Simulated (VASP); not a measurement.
Output of a VASP run:

OSZICAR:
```
       N       E                     dE             d eps       ncg     rms          rms(c)
DAV:   1     0.496649524739E+03    0.49665E+03   -0.17658E+04  1360   0.293E+03
DAV:   2     0.960742388878E+02   -0.40058E+03   -0.39453E+03  2016   0.420E+02
DAV:   3    -0.279377996688E+02   -0.12401E+03   -0.12199E+03  2464   0.235E+02
DAV:   4    -0.465342021399E+02   -0.18596E+02   -0.18589E+02  2376   0.944E+01
DAV:   5    -0.475578458436E+02   -0.10236E+01   -0.10234E+01  2544   0.264E+01    0.149E+01
DAV:   6    -0.419029953540E+02    0.56549E+01   -0.52038E+01  2072   0.437E+01    0.766E+00
DAV:   7    -0.418356960384E+02    0.67299E-01   -0.56788E+00  2520   0.253E+01    0.354E+00
DAV:   8    -0.418293908403E+02    0.63052E-02   -0.50023E-01  2400   0.632E+00    0.139E+00
DAV:   9    -0.418315401190E+02   -0.21493E-02   -0.71793E-02  2416   0.248E+00    0.419E-01
DAV:  10    -0.418339576109E+02   -0.24175E-02   -0.46491E-02  2208   0.148E+00    0.223E-01
DAV:  11    -0.418345507476E+02   -0.59314E-03   -0.16788E-02  2320   0.994E-01    0.145E-01
DAV:  12    -0.418346922822E+02   -0.14153E-03   -0.29397E-03  2216   0.417E-01    0.559E-02
DAV:  13    -0.418347441274E+02   -0.51845E-04   -0.11936E-03  2360   0.241E-01    0.249E-02
DAV:  14    -0.418347483854E+02   -0.42580E-05   -0.13372E-04  2344   0.103E-01    0.303E-03
DAV:  15    -0.418347491019E+02   -0.71653E-06   -0.89334E-06  2088   0.302E-02
   1 F= -.41834749E+02 E0= -.41834749E+02  d E =-.418347E+02
```

**OUTCAR**
```
------------------------ aborting loop because EDIFF is reached ----------------------------------------
  FORCE on cell =-STRESS in cart. coord.  units (eV):
  Direction    XX          YY          ZZ          XY          YZ          ZX
  --------------------------------------------------------------------------------------
  Total        0.0039579      0.0039579     -0.0060908      0.0000000      0.0000000     -0.0000000
  in kB        0.0765004      0.0765004     -0.1177252      0.0000000      0.0000000     -0.0000000
  external PRESSURE =       0.0117585 kB  Pullay stress =       0.0000000 kB
  volume of cell :       82.89
      direct lattice vectors                 reciprocal lattice vectors
     1.968332131 -3.409251166  0.000000000     0.254022170 -0.146659772  0.000000000
     1.968332131  3.409251166  0.000000000     0.254022170  0.146659772  0.000000000
     0.000000000  0.000000000  6.176305120     0.000000000  0.000000000  0.161909099
 POSITION                                       TOTAL-FORCE (eV/Angst)
 -----------------------------------------------------------------------------------
      1.96833      1.13642      1.52686        -0.000000      0.000000     -0.007844
      1.96833     -1.13642      4.64944        -0.000000     -0.000000      0.007844
      0.00000      0.00000      0.00000         0.000000     -0.000000      0.000000
      1.96833      1.13642      3.98869        -0.000000      0.000000     -0.018026
      1.96833     -1.13642      2.18762         0.000000     -0.000000      0.018026
 -----------------------------------------------------------------------------------
    total drift:                               -0.000000     -0.000000      0.000000
  FREE ENERGIE OF THE ION-ELECTRON SYSTEM (eV)
  ---------------------------------------------------
  free  energy   TOTEN  =       -41.8347491019 eV

  energy  without entropy=      -41.8347491019  energy(sigma->0) =      -41.83474910

 reached required accuracy - stopping structural energy minimisation
```
(Selected blocks of OUTCAR.)

POSCAR:
```
La2O3
1
    1.9683321309    -3.4092511663    -0.0000000000
    1.9683321309     3.4092511663    -0.0000000000
    0.0000000000     0.0000000000     6.1763051203
La O
2 3
Direct
  0.3333330000   0.6666670000   0.2472130311
  0.6666670000   0.3333330000   0.7527869689
  0.0000000000   0.0000000000   1.0000000000
  0.3333330000   0.6666670000   0.6458045741
  0.6666670000   0.3333330000   0.3541954259
```

Question: Write an INCAR and KPOINTS that could have produced this output.

Answer: Several could match; the one computed here: the input of the run itself, PBE GGA, plane waves, VASP's PBE PAW potentials (set 64).

INCAR:
```
SYSTEM=La2O3
PREC=Accurate; ENCUT=620; LREAL=.FALSE.
LASPH=.TRUE.
EDIFF=1E-6; NELM=100; ALGO=Normal
LMAXMIX=6
ISMEAR=0; SIGMA=0.05
GGA=PE
IBRION=2; NSW=40; ISIF=3
EDIFFG=-0.02
LWAVE=.FALSE.; LCHARG=.FALSE.
```

KPOINTS:
```
Regular mesh
0
gamma
 7 7 4
```

POTCAR, in this order: La O (PBE.64 set). Program: vasp_std.

The compound is La2O3 in the a-type structure. It was relaxed first.
